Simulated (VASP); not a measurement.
# SiO2: cell size against the level of theory

How close do the usual functionals, with and without dispersion, come to the cell of SiO2? The levels: LDA, PBE, r2SCAN, PBE + D3(BJ), r2SCAN + rVV10, BLYP + D3(BJ), optB88-vdW and SCAN. LASPH is on for some levels and off for others; the table marks which. The start is a cell from a database of measured crystal structures.

Main program and level: VASP 6.6.1; LDA; plane waves and PAW (Si, O), in the first sound run; inputs show where later runs differ.

## (1) The starting structure

Before any relaxation, the start is as follows. The structure is trigonal, space group P3_221 (No. 154). Conventional cell: a = 4.916 Å, b = 4.916 Å, c = 5.408 Å, α = 90.00°, β = 90.00°, γ = 120.00°. Si has 4 O at 1.61 Å nearest. Nearest to O lie 2 Si at 1.61 Å. Farther neighbours and most contacts between anions are not listed.

## (2) Relaxation with LDA

Properties are meant for the cell that this level of theory prefers, so cell and atoms are relaxed first (ISIF = 3) until forces and stress are small; EDIFFG sets the threshold. LDA, the lowest rung, knows the local density alone.

Contents of INCAR:

```
SYSTEM = SiO2
PREC = Accurate
ENCUT = 560
EDIFF = 1E-06
NELM = 100
ISMEAR = -1
SIGMA = 0.05
LREAL = .FALSE.
ALGO = Normal
GGA = CA
NBANDS = 33
LORBIT = 11
LWAVE = .FALSE.
LCHARG = .FALSE.
KPAR = 8
IBRION = 2
NSW = 60
ISIF = 3
EDIFFG = -0.01
```

Contents of POSCAR:

```
SiO2
1.0
    4.9163600000      0.0000000000      0.0000000000
   -2.4581800000      4.2576926541      0.0000000000
    0.0000000000      0.0000000000      5.4084000000
Si O
3 6
Direct
    0.4697300000      0.0000000000      0.6666666667
    0.0000000000      0.4697300000      0.3333333333
    0.5302700000      0.5302700000      0.0000000000
    0.4135400000      0.2675800000      0.7855800000
    0.7324200000      0.1459600000      0.4522466667
    0.8540400000      0.5864600000      0.1189133333
    0.2675800000      0.4135400000      0.2144200000
    0.1459600000      0.7324200000      0.5477533333
    0.5864600000      0.8540400000      0.8810866667
```

Contents of KPOINTS:

```
Automatic mesh
0
Gamma
5 5 4
0 0 0
```

The projector-augmented-wave data sets are Si and O (PBE family, release 64).

On the command line:

```sh
mpirun -np 8 vasp_std
```

The program printed:

```text
[banner, memory and clock lines left out]
running    8 mpi-ranks, on    1 nodes
 distrk:  each k-point on    1 cores,    8 groups
 distr:  one band on    1 cores,    1 groups

 POSCAR found type information on POSCAR SiO
 POSCAR found :  2 types and       9 ions
|                                                                             |
|           W    W    AA    RRRRR   N    N  II  N    N   GGGG   !!!           |
|           W    W   A  A   R    R  NN   N  II  NN   N  G    G  !!!           |
|           W    W  A    A  R    R  N N  N  II  N N  N  G       !!!           |
|           W WW W  AAAAAA  RRRRR   N  N N  II  N  N N  G  GGG   !            |
|           WW  WW  A    A  R   R   N   NN  II  N   NN  G    G                |
|           W    W  A    A  R    R  N    N  II  N    N   GGGG   !!!           |
|                                                                             |
|     For optimal performance we recommend to set                             |
|       NCORE = 2 up to number-of-cores-per-socket                            |
|     NCORE specifies how many cores store one orbital (NPAR=cpu/NCORE).      |
|     This setting can greatly improve the performance of VASP for DFT.       |
|     The default, NCORE=1 might be grossly inefficient on modern             |
|     multi-core architectures or massively parallel machines. Do your        |
|     Unfortunately you need to use the default for GW and RPA                |
|     calculations (for HF NCORE is supported but not extensively tested      |
|     yet).                                                                   |
|                                                                             |

|                                                                             |
|               ----> ADVICE to this user running VASP <----                  |
|                                                                             |
|     You enforced a specific xc type in the INCAR file but a different       |
|     [... a line on the potential file left out ...]
|     I HOPE YOU KNOW WHAT YOU ARE DOING!                                     |
|                                                                             |

 LDA part: xc-table for (Slater(with rela. corr.)+CA(PZ))
 , standard interpolation
 POSCAR, INCAR and KPOINTS ok, starting setup
 FFT: planning ... GRIDC
 FFT: planning ... GRID_SOFT
 FFT: planning ... GRID
 WAVECAR not read
 entering main loop
       N       E                     dE             d eps       ncg     rms          rms(c)
DAV:   1     0.278990722878E+03    0.27899E+03   -0.26281E+04  1122   0.143E+03
DAV:   2    -0.679589630210E+02   -0.34695E+03   -0.33547E+03  1477   0.312E+02
DAV:   3    -0.866422169158E+02   -0.18683E+02   -0.18600E+02  1411   0.767E+01
DAV:   4    -0.868455498005E+02   -0.20333E+00   -0.20314E+00  1404   0.900E+00
DAV:   5    -0.868486863402E+02   -0.31365E-02   -0.31354E-02  1396   0.109E+00    0.236E+01
DAV:   6    -0.779401097909E+02    0.89086E+01   -0.33921E+01  1335   0.310E+01    0.111E+01
DAV:   7    -0.777956710726E+02    0.14444E+00   -0.88493E-01  1420   0.472E+00    0.418E+00
DAV:   8    -0.777130674374E+02    0.82604E-01   -0.52814E-02  1388   0.166E+00    0.146E+00
DAV:   9    -0.777022373646E+02    0.10830E-01   -0.15002E-02  1420   0.878E-01    0.219E-01
DAV:  10    -0.777026473613E+02   -0.41000E-03   -0.20001E-03  1372   0.248E-01    0.871E-02
DAV:  11    -0.777025688053E+02    0.78556E-04   -0.63529E-04  1420   0.147E-01    0.211E-02
DAV:  12    -0.777025670856E+02    0.17197E-05   -0.18484E-05  1396   0.264E-02    0.526E-03
DAV:  13    -0.777025674403E+02   -0.35472E-06   -0.18369E-06  1036   0.783E-03
   1 F= -.77702567E+02 E0= -.77702567E+02  d E =-.777026E+02
 curvature:   0.00 expect dE= 0.000E+00 dE for cont linesearch  0.000E+00
 trial: gam= 0.00000 g(F)=  0.500E-02 g(S)=  0.123E-01 ort = 0.000E+00 (trialstep = 0.100E+01)
 search vector abs. value=  0.173E-01
 bond charge predicted
       N       E                     dE             d eps       ncg     rms          rms(c)
DAV:   1    -0.777447325110E+02   -0.42165E-01   -0.23550E+00  1172   0.101E+01    0.176E+00
DAV:   2    -0.776999173683E+02    0.44815E-01   -0.16278E-01  1391   0.243E+00    0.376E-01
DAV:   3    -0.776987507978E+02    0.11666E-02   -0.97621E-03  1278   0.529E-01    0.190E-01
DAV:   4    -0.776983530818E+02    0.39772E-03   -0.76384E-04  1403   0.164E-01    0.102E-01
DAV:   5    -0.776982430881E+02    0.10999E-03   -0.16036E-04  1323   0.685E-02    0.185E-02
DAV:   6    -0.776982434396E+02   -0.35152E-06   -0.88357E-06  1420   0.180E-02
   2 F= -.77698243E+02 E0= -.77698243E+02  d E =0.432400E-02
[... from here on, the cycles between the ionic steps are left out ...]
   3 F= -.77705993E+02 E0= -.77705993E+02  d E =-.342571E-02
   4 F= -.77706301E+02 E0= -.77706301E+02  d E =-.307425E-03
   5 F= -.77706315E+02 E0= -.77706315E+02  d E =-.321564E-03
   6 F= -.77706582E+02 E0= -.77706582E+02  d E =-.267071E-03
   7 F= -.77707330E+02 E0= -.77707330E+02  d E =-.101542E-02
   8 F= -.77708589E+02 E0= -.77708589E+02  d E =-.227411E-02
   9 F= -.77710152E+02 E0= -.77710152E+02  d E =-.383725E-02
  10 F= -.77709595E+02 E0= -.77709595E+02  d E =-.328011E-02
  11 F= -.77710517E+02 E0= -.77710517E+02  d E =-.420252E-02
  12 F= -.77711392E+02 E0= -.77711392E+02  d E =-.874913E-03
  13 F= -.77712334E+02 E0= -.77712334E+02  d E =-.181718E-02
  14 F= -.77712674E+02 E0= -.77712674E+02  d E =-.339679E-03
  15 F= -.77713570E+02 E0= -.77713570E+02  d E =-.123520E-02
  16 F= -.77714796E+02 E0= -.77714796E+02  d E =-.246122E-02
  17 F= -.77714891E+02 E0= -.77714891E+02  d E =-.255618E-02
  18 F= -.77715251E+02 E0= -.77715251E+02  d E =-.291685E-02
  19 F= -.77715249E+02 E0= -.77715249E+02  d E =-.291495E-02
  20 F= -.77715314E+02 E0= -.77715314E+02  d E =-.641960E-04
  21 F= -.77715435E+02 E0= -.77715435E+02  d E =-.185232E-03
  22 F= -.77715356E+02 E0= -.77715356E+02  d E =-.106600E-03
  23 F= -.77715456E+02 E0= -.77715456E+02  d E =-.206439E-03
  24 F= -.77715551E+02 E0= -.77715551E+02  d E =-.948724E-04
  25 F= -.77715600E+02 E0= -.77715600E+02  d E =-.144070E-03
  26 F= -.77715601E+02 E0= -.77715601E+02  d E =-.145180E-03
  27 F= -.77715645E+02 E0= -.77715645E+02  d E =-.435457E-04
 trial-energy change:   -0.000044  1 .order   -0.000044   -0.000062   -0.000026
 step:   0.5662(harm=  0.5662)  dis= 0.00090  next Energy=   -77.715655 (dE=-0.541E-04)
 bond charge predicted
       N       E                     dE             d eps       ncg     rms          rms(c)
DAV:   1    -0.777156546949E+02   -0.10139E-04   -0.84063E-03  1122   0.574E-01    0.278E-02
DAV:   2    -0.777156586694E+02   -0.39745E-05   -0.16310E-04  1418   0.765E-02    0.115E-02
DAV:   3    -0.777156559926E+02    0.26769E-05   -0.46087E-06  1380   0.144E-02    0.538E-03
DAV:   4    -0.777156553670E+02    0.62559E-06   -0.13250E-06   845   0.816E-03
  28 F= -.77715655E+02 E0= -.77715655E+02  d E =-.543899E-04
 curvature:  -0.89 expect dE=-0.574E-04 dE for cont linesearch -0.634E-09
 trial: gam= 0.31277 g(F)=  0.263E-04 g(S)=  0.383E-04 ort = 0.654E-06 (trialstep = 0.371E+00)
 search vector abs. value=  0.124E-03
 reached required accuracy - stopping structural energy minimisation
```

Elapsed: 1.8 min, on 8 MPI ranks of AMD EPYC 9R45, shared host; peak memory 2 GiB.

The logs omit lines about the potential files and the build; timing stands in the text.

Parts of OUTCAR (step 2):

```text
ion  position               nearest neighbor table
   1  0.470  0.000  0.667-   4 1.61   8 1.61   9 1.61   5 1.61   3 3.06   3 3.06   2 3.06   2 3.06

  LATTYP: Found a hexagonal cell.
 ALAT       =     4.9163600000
 C/A-ratio  =     1.1000821746

 Subroutine GETGRP returns: Found  6 space group operations
 (whereof  2 operations were pure point group operations)

The static configuration has the point symmetry C_2 .
 The point group associated with its full space group is D_3 .

 Found     17 irreducible k-points:

   k-points           NKPTS =     17   k-points in BZ     NKDIM =     17   number of bands    NBANDS=     33

   dimension x,y,z NGX =    40 NGY =   40 NGZ =   42
   dimension x,y,z NGXF=    80 NGYF=   80 NGZF=   84

   ENCUT  =  560.0 eV  41.16 Ry    6.42 a.u.   9.49  9.49 10.44*2*pi/ulx,y,z

   NELECT =      48.0000    total number of electrons

 k-points in reciprocal lattice and weights: Automatic mesh
   0.00000000  0.00000000  0.00000000       0.010
   0.20000000  0.00000000  0.00000000       0.060
   0.40000000  0.00000000  0.00000000       0.060
   0.20000000  0.20000000  0.00000000       0.060
   0.40000000  0.20000000  0.00000000       0.060
   0.00000000  0.00000000  0.25000000       0.020
   0.20000000  0.00000000  0.25000000       0.060
   0.00000000  0.20000000  0.25000000       0.060
   0.40000000  0.00000000  0.25000000       0.060
[...]
0.20000000  0.20000000  0.50000000       0.060
   0.40000000  0.20000000  0.50000000       0.060

 average (electrostatic) potential at core
       1 -85.8503       2 -85.8503       3 -85.8503       4 -72.0506       5 -72.0506
       6 -72.0506       7 -72.0506       8 -72.0506       9 -72.0506

 E-fermi :   2.1300

 k-point     1 :       0.0000    0.0000    0.0000
  band No.  band energies     occupation
    ...
     20      -0.0541      2.00000
     21      -0.0541      2.00000
     22       0.1069      2.00000
     23       0.7074      2.00000
     24       0.7074      2.00000
     25       6.7642      0.00000
     26       9.9917      0.00000
     27       9.9917      0.00000
     28      10.6927      0.00000
     29      10.6927      0.00000
    ...

 k-point     2 :       0.2000    0.0000    0.0000
  band No.  band energies     occupation
    ...
     20      -0.1305      2.00000
     21      -0.0296      2.00000
     22       0.0820      2.00000
     23       0.7472      2.00000
     24       0.8047      2.00000
     25       7.3819      0.00000
     26      10.0612      0.00000
     27      10.1157      0.00000
     28      10.5899      0.00000
     29      10.8284      0.00000
    ...

 k-point     3 :       0.4000    0.0000    0.0000
  band No.  band energies     occupation
    ...
     20      -0.1121      2.00000
     21      -0.0230      2.00000
     22       0.2412      2.00000
     23       0.7235      2.00000
     24       0.9205      2.00000
     25       8.6793      0.00000
     26      10.0221      0.00000
     27      10.2125      0.00000
     28      10.5484      0.00000
     29      11.2967      0.00000
    ...

  Total        0.0148509      0.0148509     -0.0818956      0.0000000     -0.0000000      0.0000000
  in kB        0.2157661      0.2157661     -1.1898467      0.0000000     -0.0000000      0.0000000
  external PRESSURE =      -0.2527715 kB  Pullay stress =       0.0000000 kB

  energy-cutoff  :      560.00
  volume of cell :      110.28
      direct lattice vectors                 reciprocal lattice vectors
     4.865097410 -0.000000000 -0.000000000     0.205545730  0.118671883 -0.000000000
    -2.432548705  4.213297949  0.000000000     0.000000000  0.237343765 -0.000000000
    -0.000000000  0.000000000  5.379801410     0.000000000 -0.000000000  0.185880467

 POSITION                                       TOTAL-FORCE (eV/Angst)
 -----------------------------------------------------------------------------------
      2.25259      0.00000      3.58653         0.008856     -0.000000     -0.000000
     -1.12629      1.95080      1.79327        -0.004428      0.007670      0.000000
      1.30626      2.26250      0.00000        -0.004428     -0.007670     -0.000000
      1.31992      1.17464      4.18085         0.005308     -0.002833      0.003944
      3.18787      0.55576      2.38758        -0.000201      0.006013      0.003944
      2.78986      2.48289      0.59431        -0.005107     -0.003181      0.003944
      0.35731      1.73041      1.19895        -0.005107      0.003181     -0.003944
     -1.11263      3.03865      2.99222         0.005308      0.002833     -0.003944
      0.75532      3.65754      4.78549        -0.000201     -0.006013     -0.003944
 -----------------------------------------------------------------------------------
    total drift:                               -0.000001     -0.000001      0.000000

  FREE ENERGIE OF THE ION-ELECTRON SYSTEM (eV)
  ---------------------------------------------------
  free  energy   TOTEN  =       -77.7156553670 eV

  energy  without entropy=      -77.7156553669  energy(sigma->0) =      -77.71565537

 reached required accuracy - stopping structural energy minimisation

 total charge
# of ion       s       p       d       tot
------------------------------------------
    1        0.649   1.011   0.000   1.661
    2        0.649   1.011   0.000   1.661
    3        0.649   1.011   0.000   1.661
    4        1.536   3.676   0.000   5.212
    5        1.536   3.676   0.000   5.212
    6        1.536   3.676   0.000   5.212
    7        1.536   3.676   0.000   5.212
    8        1.536   3.676   0.000   5.212
    9        1.536   3.676   0.000   5.212
--------------------------------------------------
tot         11.164  25.091   0.000  36.255

[... 3 further parts left out ...]
```

The gap is read on the k-mesh alone, so it is an upper bound where the band edges lie off the mesh. The PAW data sets were made with PBE, though LDA sets exist; this is a small mismatch. The run keeps the 6 symmetry operations of its start, so it cannot find a distortion of lower symmetry.

Relaxation path (22 of 28):

```tsv
step	energy less that of the first step (eV)	largest force (eV/Å)	pressure (GPa)	volume (Å³)
1	0.0000	0.1305	1.24	113.21
2	0.0043	0.1375	-2.04	114.81
4	-0.0037	0.0769	-0.21	113.80
5	-0.0037	0.0639	-0.19	113.81
6	-0.0040	0.0614	-0.18	113.75
7	-0.0048	0.0553	-0.16	113.59
9	-0.0076	0.0529	0.00	112.61
10	-0.0070	0.1089	0.13	111.32
11	-0.0079	0.0720	0.05	112.09
13	-0.0098	0.1377	0.12	111.39
14	-0.0101	0.1288	0.10	111.33
15	-0.0110	0.1036	0.08	111.14
16	-0.0122	0.0569	0.03	110.78
18	-0.0127	0.0355	-0.03	110.40
19	-0.0127	0.0366	-0.03	110.38
20	-0.0127	0.0308	0.00	110.36
22	-0.0128	0.0558	0.23	110.13
23	-0.0129	0.0291	0.11	110.24
24	-0.0130	0.0130	0.10	110.23
25	-0.0130	0.0187	0.07	110.23
27	-0.0131	0.0110	0.01	110.26
28	-0.0131	0.0089	-0.03	110.28
```

```tsv
conventional cell, symmetrised	before	after	change
a (Å)	4.916	4.865	-1.0 %
b (Å)	4.916	4.865	-1.0 %
c (Å)	5.408	5.380	-0.5 %
volume (Å³/atom)	12.58	12.25	-2.6 %
```

The atoms that moved most (Å, as changes of fractional coordinates times the final cell):

```tsv
atom	dx	dy	dz	length
O9	-0.020	0.059	0.045	0.077
O6	0.061	0.012	-0.045	0.077
O4	-0.041	0.047	-0.045	0.077
O7	0.061	-0.012	0.045	0.077
O5	-0.020	-0.059	-0.045	0.077
O8	-0.041	-0.047	0.045	0.077
Si2	0.016	-0.028	0.000	0.033
Si1	-0.033	0.000	0.000	0.033
```

The relaxed structure:

```cif
data_structure
_symmetry_space_group_name_H-M 'P 1'
_symmetry_Int_Tables_number 1
_cell_length_a 4.8651
_cell_length_b 4.8651
_cell_length_c 5.3798
_cell_angle_alpha 90.000
_cell_angle_beta 90.000
_cell_angle_gamma 120.000
_cell_volume 110.28
loop_
_atom_site_label
_atom_site_type_symbol
_atom_site_fract_x
_atom_site_fract_y
_atom_site_fract_z
_atom_site_occupancy
Si1 Si 0.46301 0.00000 0.66667 1
Si2 Si 0.00000 0.46301 0.33333 1
Si3 Si 0.53699 0.53699 0.00000 1
O4 O 0.41070 0.27879 0.77714 1
O5 O 0.72121 0.13191 0.44380 1
O6 O 0.86809 0.58930 0.11047 1
O7 O 0.27879 0.41070 0.22286 1
O8 O 0.13191 0.72121 0.55620 1
O9 O 0.58930 0.86809 0.88953 1
```

A gap read on the k-mesh alone can miss the band edges.

This step gave:

```
electrons                       : 48
bands                           : 33
irreducible k-points            : 17
symmetry operations             : 6
free energy (TOTEN)             : -77.7157 eV
Fermi energy                    : 2.13 eV
pressure                        : -0.02528 GPa
metallic                        : no
valence top at k                : 0.4, 0.2, 0
conduction bottom at k          : 0, 0, 0
least direct gap at k           : 0, 0, 0
SCF cycles over all ionic steps : 161
gap on the k-mesh               : 5.793 eV
least direct gap on the k-mesh  : 6.057 eV
```

It ends with a largest force of 0.009 eV/Å and a pressure of -0.03 GPa. The volume lies -2.6 % from that of the database's start, which holds the thermal and zero-point expansion of its experiment. The conventional cell has a = 4.865 and c = 5.380 Å.

(Continued in part 2 of 4.)

[Lines on the potential files, build, host, timing and source positions are cut from VASP's logs without a mark.]

[Logs are printed without paths, hosts, clocks, repeated set-up lines and the standing remarks that a program may print on its own settings, such as how far it seeks lower states.]

[Hosts, paths, dates, database ids (printed as entryN), source tags and the programs' standing remarks are cut or masked in the printed files.]

[A measured line is paired with the nearest computed mode of its activity, which favours agreement.]
